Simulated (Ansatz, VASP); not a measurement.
# KCo2As2 in two plane-wave programs

Aim: how closely do two programs agree when they are given the same cell, functional and k mesh? The cell is taken from a series of runs on this material, whose earlier steps may have relaxed, scaled, displaced or heated it; both programs get it as it stands.

Program: Ansatz 0.2.0. Level of theory: plane waves, with VASP 6.6.1 beside it; relaxation of cell and atoms at PBEsol. Results are calculated unless marked as measured.

## Step 1: The starting structure

Symmetry: I4/mmm, No. 139, tetragonal system. The conventional cell has a = 3.716 Å, b = 3.716 Å, c = 13.484 Å, α = 90.00°, β = 90.00°, γ = 90.00°. Nearest to K lie 8 As at 3.33 Å and 4 K at 3.72 Å. Nearest to Co lie 4 As at 2.28 Å. As has 4 Co at 2.28 Å and 4 K at 3.33 Å nearest. Farther neighbours are not listed.

## Step 2: Ansatz: relaxation of cell and atoms, PBEsol

Ansatz runs on its default PAW (the set named soft_2) files.

The relaxed volume is the usual yardstick between codes: in a stiff, nearly cubic crystal its relative difference is about their pressure difference at one cell divided by the bulk modulus.

input.yaml

```yaml
crystal:
  lattice:
    - [-1.8578892948, 1.8578892948, 6.7419239618]
    - [1.8578892948, -1.8578892948, 6.7419239618]
    - [1.8578892948, 1.8578892948, -6.7419239618]
  atoms:
    - { symbol: K, position: [0.0, 0.0, 0.0] }
    - { symbol: Co, position: [0.75, 0.25, 0.5] }
    - { symbol: Co, position: [0.25, 0.75, 0.5] }
    - { symbol: As, position: [0.3482035785, 0.3482035785, 0.0] }
    - { symbol: As, position: [0.6517964215, 0.6517964215, 0.0] }
kpoints:
  mp_grid: { grid: [12, 12, 12] }
hamiltonian:
  xc: pbesol
scf:
  occupations: { method: methfessel_paxton, width: 0.15 }
output:
  forces: true
  stress: true
  eigenvalues: true
relax:
  adjacent_minimum: "off"
  f_tol: 0.001
  max_steps: 60
  cell: { stress_tol: 0.01 }
```

Command:

```sh
ansatz run input.yaml --threads 16 --pin off --max-ram 61440MiB --backend cuda --events-out ev --progress --plain --runs-dir out
```

Numbers of over 12 decimals in the logs are rounded to 6 here.

Log:

```text
basis.fft_grid_basis auto: the FFT boxes are laid along the combinations [[1, 0, 1], [0, 1, 1], [0, 0, 1]] of the cell's own vectors, 3.716, 3.716 and 7.236 Å long. The dense box has 25×25×50 points. Along the cell's own vectors, as sized, it would have 50×50×50, 4.00 times as many. Of the 16 symmetry operations that the crystal satisfies within crystal.symmetry.tolerance (time reversal apart; of a slab, those that k [...]
Engine: ansatz 0.2.0, aarch64-unknown-linux-gnu
Pseudopotentials: kind: paw
Pseudopotential: K, paw, valence charge 9, recommended cutoff 420 eV (normal), K.paw.azcp
Pseudopotential: Co, paw, valence charge 17, recommended cutoff 420 eV (normal), Co.paw.azcp
Pseudopotential: As, paw, valence charge 15, recommended cutoff 420 eV (normal), As.paw.azcp
Functional definition: PBEsol
  exchange = pbesol_x
  correlation = pbesol_c
device memory: the entry about to start is reckoned to put 9.2 GiB on a device that reports 182.5 GiB free
GPU FFT provider: cuFFT
GPU libraries: cuBLAS 13.8.1, cuFFT 12.4.0, cuSOLVER 12.3.2
GPU matrix products: emulated (plane waves: as basis.precision tells), large ones in fixed point in workspaces of 1.00 GiB
Crystal: 5 atoms, lattice volume = 93.086 Å³
Basis set: ecut = 420 eV, 1811 PW (Γ), FFT grids on a1+a3, a2+a3, a3, exchange–correlation on 50×50×100 points (8 copies of the dense FFT grid, shifted against one another)
Bands: 44, of which v1, the nominal top of the filled ones, is band 37 counted from 1 (36 counted from 0)
Symmetry: 16 space group operations
Space group: I4/mmm (ITA 139), of the structure as read, at distance tolerance 4.5e-5 Å
k-points: 163 of 1728
Non-local potential: K, projectors of the file, l = 0: 3, l = 1: 2, l = 2: 2
Non-local potential: Co, projectors of the file, l = 0: 3, l = 1: 2, l = 2: 3, l = 3: 1
Non-local potential: As, projectors of the file, l = 0: 2, l = 1: 2, l = 2: 3, l = 3: 1
PAW form: soft (Blöchl's): semilocal exchange-correlation on the pseudo side does not see the compensation charge
PAW frozen core: K, regenerated for the run's functional, and the local potential with it (the file was generated under x = pbe(κ = 0.804, μ = 0.219515), c = pbe(β = 0.066725))
PAW frozen core: Co, regenerated for the run's functional, and the local potential with it (the file was generated under x = pbe(κ = 0.804, μ = 0.219515), c = pbe(β = 0.066725))
PAW frozen core: As, regenerated for the run's functional, and the local potential with it (the file was generated under x = pbe(κ = 0.804, μ = 0.219515), c = pbe(β = 0.066725))
PAW one-centre angular grid: K, 110 points (default); XC on 64 Gauss nodes
PAW one-centre angular grid: Co, 590 points (default); XC on 64 Gauss nodes
PAW one-centre angular grid: As, 590 points (default); XC on 64 Gauss nodes
Initial density: superposition of atomic densities (neutral atoms: chi_scale 0, normalization atom), corrected by the library's trained network
Initial wavefunctions: pseudopotential atomic-orbital guess
GPU buffer pool allocated for 31250 grid points (all kernels)
GPU transforms: local potential and band sums: pruned to the plane-wave sphere, on 25×25×50
Functional: x = pbesol(κ = 0.804, μ = 0.123457), c = pbesol(β = 0.046)
SCF iter   1: F=—  HF=-21330.139689 eV  |F-HF|=—  |Δ(HF+E_count)|=         —  Δρ=1.66e-2  dr2=1.70e-1  ethr=1.77e-3  ⟨swp⟩=7.3  Hψ=26737  notcnv=0
preconditioner: auto → LDOS  [metal: Δε(μ)=0.010 eV  Ē_g=8.817 eV  σ=0.150 eV  W_gap=0.06  n_scr=32 (ndim 8)  ℏωp=22.8 eV  f_vac=0.050  D(μ)=2.21/eV (n_scr^D=12)  β→1.0]
SCF iter   2: F=—  HF=-21330.173789 eV  |F-HF|=—  |Δ(HF+E_count)|=   3.41e-2  S|Δr|=    0.00e0  Δρ=2.53e-2  dr2=3.37e-1  ethr=2.33e-4  ⟨swp⟩=2.0  Hψ=15625  notcnv=0  defer=23
SCF iter   3: F=—  HF=-21330.127926 eV  |F-HF|=—  |Δ(HF+E_count)|=   4.59e-2  S|Δr|=    0.00e0  Δρ=9.27e-3  dr2=4.34e-2  ethr=2.33e-4  ⟨swp⟩=2.0  Hψ=9617  notcnv=0  defer=23
SCF iter   4: F=—  HF=-21330.120609 eV  |F-HF|=—  |Δ(HF+E_count)|=   7.32e-3  S|Δr|=    0.00e0  Δρ=4.86e-4  dr2=1.18e-4  ethr=5.94e-5  ⟨swp⟩=2.0  Hψ=9492  notcnv=0  defer=23
SCF iter   5: F=—  HF=-21330.119984 eV  |F-HF|=—  |Δ(HF+E_count)|=   6.25e-4  S|Δr|=    0.00e0  Δρ=1.18e-4  dr2=5.35e-6  ethr=1.62e-7  ⟨swp⟩=2.0  Hψ=13118  notcnv=0  defer=23
SCF iter   6: F=—  HF=-21330.120502 eV  |F-HF|=—  |Δ(HF+E_count)|=   5.19e-4  S|Δr|=    0.00e0  Δρ=3.22e-5  dr2=1.12e-6  ethr=7.33e-9  ⟨swp⟩=2.0  Hψ=10859  notcnv=0  defer=5
SCF iter   7: F=—  HF=-21330.120502 eV  |F-HF|=—  |Δ(HF+E_count)|=   9.03e-8  S|Δr|=    0.00e0  Δρ=1.67e-5  dr2=1.71e-7  ethr=1.54e-9  ⟨swp⟩=2.0  Hψ=11761  notcnv=0  defer=5
[...]
Initial wavefunctions: those handed on with the density
GPU buffer pool allocated for 31250 grid points (all kernels)
GPU transforms: local potential and band sums: pruned to the plane-wave sphere, on 25×25×50
iter 1 solved again at ethr=1.37e-9 eV; its pass at ethr=3.10e-3 eV (dr2=9.98e-7 eV) is discarded
SCF iter   1: F=—  HF=-21330.120523 eV  |F-HF|=—  |Δ(HF+E_count)|=         —  Δρ=4.15e-5  dr2=1.17e-6  ethr=1.37e-9  ⟨swp⟩=2.0  Hψ=30879  notcnv=0
preconditioner: auto → LDOS  [metal: Δε(μ)=0.020 eV  Ē_g=8.831 eV  σ=0.150 eV  W_gap=0.11  n_scr=32 (ndim 8)  ℏωp=22.8 eV  f_vac=0.047  D(μ)=2.29/eV (n_scr^D=12)  β→1.0]
[...]
relax step   2: F+E_penalty+E_count = -21330.12051764 eV  Δ(F+E_penalty+E_count) = -1.559e-5 eV  max|allowed force component| = 7.426e-4 eV/Å  Δτ_max = 0.0005 Å  P = -0.003 GPa  Ω = 93.052 Å³  energy of the carried Pulay correction = +1.129e-5 eV  (5 SCF iters, dr2 threshold 9.63e-10 eV, accepted)
device memory: the entry about to start is reckoned to put 9.2 GiB on a device that reports 182.5 GiB free
GPU FFT provider: cuFFT
GPU libraries: cuBLAS 13.8.1, cuFFT 12.4.0, cuSOLVER 12.3.2
GPU matrix products: emulated (plane waves: as basis.precision tells), large ones in fixed point in workspaces of 1.00 GiB
Initial wavefunctions: pseudopotential atomic-orbital guess (no wavefunctions were taken with the density)
GPU buffer pool allocated for 31250 grid points (all kernels)
GPU transforms: local potential and band sums: pruned to the plane-wave sphere, on 25×25×50
iter 1 solved again at ethr=9.17e-8 eV; its pass at ethr=3.10e-3 eV (dr2=6.70e-5 eV) is discarded
SCF iter   1: F=—  HF=-21330.120014 eV  |F-HF|=—  |Δ(HF+E_count)|=         —  Δρ=2.04e-6  dr2=1.18e-9  ethr=9.17e-8  ⟨swp⟩=3.1  Hψ=44891  notcnv=0
eigensolver tolerance schedule: the retry pair's looser diagonalisation over-reported the residual by 56657.14 of it (diagonalisation noise at an unbounded share of the residual, at the tolerance the schedule requests for it); recorded, not acted on — ethr = c·dr2/N_el stays at c = 1.0e-1
SCF iter   2: F=—  HF=-21330.120505 eV  |F-HF|=—  |Δ(HF+E_count)|=   4.91e-4  S|Δr|=    0.00e0  Δρ=2.87e-6  dr2=1.34e-8  ethr=1.62e-12  ⟨swp⟩=3.6  Hψ=19410  notcnv=0
SCF iter   3: F=—  HF=-21330.120505 eV  |F-HF|=—  |Δ(HF+E_count)|=   1.76e-9  S|Δr|=    0.00e0  Δρ=7.40e-7  dr2=1.21e-9  ethr=1.62e-12  ⟨swp⟩=2.0  Hψ=11858  notcnv=0
SCF iter   4: F=—  HF=-21330.120505 eV  |F-HF|=—  |Δ(HF+E_count)|=  1.09e-11  S|Δr|=    0.00e0  Δρ=1.06e-6  dr2=7.13e-10  ethr=1.62e-12  ⟨swp⟩=2.2  Hψ=10060  notcnv=0
SCF iter   5: F=—  HF=-21330.120505 eV  |F-HF|=—  |Δ(HF+E_count)|=  1.42e-10  S|Δr|=    0.00e0  Δρ=2.04e-7  dr2=1.91e-11  ethr=1.00e-12  ⟨swp⟩=2.1  Hψ=9227  notcnv=0
SCF iter   6: F=—  HF=-21330.120505 eV  |F-HF|=—  |Δ(HF+E_count)|=  2.18e-11  S|Δr|=    0.00e0  Δρ=5.12e-8  dr2=2.08e-12  ethr=1.00e-12  ⟨swp⟩=1.0  Hψ=7172  notcnv=0
SCF iter   7: F=-21330.120505 eV  HF=-21330.120505 eV  |F-HF|=3.64e-12  |Δ(HF+E_count)|=  3.64e-12  S|Δr|=    0.00e0  Δρ=1.01e-8  dr2=5.80e-14  ethr=1.00e-12  ⟨swp⟩=4.6  Hψ=26936  notcnv=0
SCF 3 converged in 7 iterations: F = -21330.120505 eV  dr2 = 5.80e-14
relax step   3: F+E_penalty+E_count = -21330.12050509 eV  Δ(F+E_penalty+E_count) = +1.255e-5 eV  max|allowed force component| = 7.456e-4 eV/Å  Δτ_max = 0.0000 Å  P = -0.004 GPa  Ω = 93.052 Å³  stress off target by 6.49e-3 GPa  SCF on the basis re-selected at this cell (its energy is not comparable with the rows above)  (7 SCF iters)
basis re-selected at this cell: Δ(F+E_penalty+E_count) = +1.255e-5 eV, ΔP = -0.000 GPa vs the last step (what re-selecting the basis moved, of the pressure what is left beyond the Pulay correction that the steps carried, after the strain that the cell walked since its last selection, with what the two solves' SCF thresholds leave and, on support functions, any second-order correction that the steps lacked; it is no m [...]
SCF converged after 7 iterations
Stability not checked: this state was not tested for a lower state beside it, because cold or Methfessel-Paxton smearing, or corrected tetrahedra, fill the levels in a way that the test cannot read (fill_not_monotonic; see scf.lower_state_search)
Free energy (F): -21330.120505 eV
Harris-Foulkes:  -21330.120505 eV  (|F-HF|=3.64e-12)
Internal energy: -21330.121262 eV  (E = F + TS)
E sigma→0 (E₀):  -21330.120694 eV
Entropy (-TS):   0.000757 eV (0.151 meV/atom)
Fermi energy:    11.176567 eV
--- Per-component energies (eV) ---
  E_band       = -1238.337693
  E_kinetic    = 1376.720961
  E_local      = -14872.990760  (includes V_loc(G=0)·N_el)
  E_nonlocal   = -404.252126
  E_hartree    = 6974.362490
  E_xc         = -608.575896
  E_vxc        = -734.247296  (∫ρ·V_xc dr)
  E_paw        = -7318.922225  (= ΣΔE_a)
  E_vpaw       = -552.293575  (= ΣTr[D̂ρ^β])
  E_aug_tail   = 0.000156  (compensation charges beyond the density's cutoff)
  E_ewald      = -6478.881442
  E_core_change = 2.417581  (= ΣΔE_core)
  E_smearing   = 0.000757  (= −TS)
  E_closure    = -0.000000  (closes the sum)
  Σ components = -21330.120505   (vs F -21330.120505, Δ=0.00e0)
--- Forces (eV/Å), atoms counted from 1 ---
  atom   1  K      0.00000000     0.00000000    -0.00000000
  atom   2  Co     0.00000000     0.00000000     0.00000000
  atom   3  Co     0.00000000     0.00000000     0.00000000
  atom   4  As    -0.00000000    -0.00000000     0.00074564
  atom   5  As     0.00000000     0.00000000    -0.00074564
  max |Σ_I F_I| component: 8.67e-18 eV/Å
--- Stress (GPa, compression-positive) ---
       -0.006487       0.000000       0.000000
        0.000000      -0.006487      -0.000000
        0.000000       0.000000       0.002237
  P = ⅓ Tr σ = -0.0036 GPa (-0.036 kbar)
--- Band table (eV; the first three rows and the last of 163) ---
  k-point 0: bands = [... 33 lower, 10.3393, 10.7704, 10.7704, 10.9778, 12.9635, 13.8564, 13.8564, 14.3700, ... 3 higher]
  k-point 1: bands = [... 33 lower, 10.2652, 10.4098, 10.5366, 11.2363, 12.9634, 13.0963, 13.1663, 15.1690, ... 3 higher]
  k-point 2: bands = [... 33 lower, 10.0526, 10.0645, 10.0792, 11.3883, 12.2432, 12.5367, 12.8386, 16.0388, ... 3 higher]
  k-point 162: bands = [... 33 lower, 10.5615, 10.6464, 10.8144, 10.8144, 10.9778, 13.7666, 13.7666, 14.5897, ... 3 higher]
--- Relaxed structure (2 steps of the walk, 2 accepted, 1 SCFs on fresh bases) ---
  F+E_penalty+E_count = -21330.12050509 eV   max|allowed force component| = 7.456e-4 eV/Å   (the final SCF, on the basis selected at the relaxed cell)
  cell:  # Å, volume = 93.0523 Å³
    - [-1.857667, 1.857667, 6.741112]
    - [1.857667, -1.857667, 6.741112]
    - [1.857667, 1.857667, -6.741112]
  atoms:
    - { symbol: K, position: [0, 0, 0] }
    - { symbol: Co, position: [0.750000, 0.250000, 0.500000] }
    - { symbol: Co, position: [0.250000, 0.750000, 0.500000] }
    - { symbol: As, position: [0.348243, 0.348243, 0] }
    - { symbol: As, position: [0.651757, 0.651757, 0] }
```

Reading the cycles: dr2 is the Hartree energy of the density residual (eV), the measure of convergence; HF is the Harris–Foulkes estimate of the energy, which meets the free energy F at convergence.

(Part 1 of 2 ends here.)

[Lines on the potential files, build, host, timing and source positions are cut from VASP's logs without a mark.]

[Logs are printed without paths, hosts, clocks, repeated set-up lines and the standing remarks that a program may print on its own settings, such as how far it seeks lower states.]

[Hosts, paths, dates, database ids (printed as entryN), source tags and the programs' standing remarks are cut or masked in the printed files.]
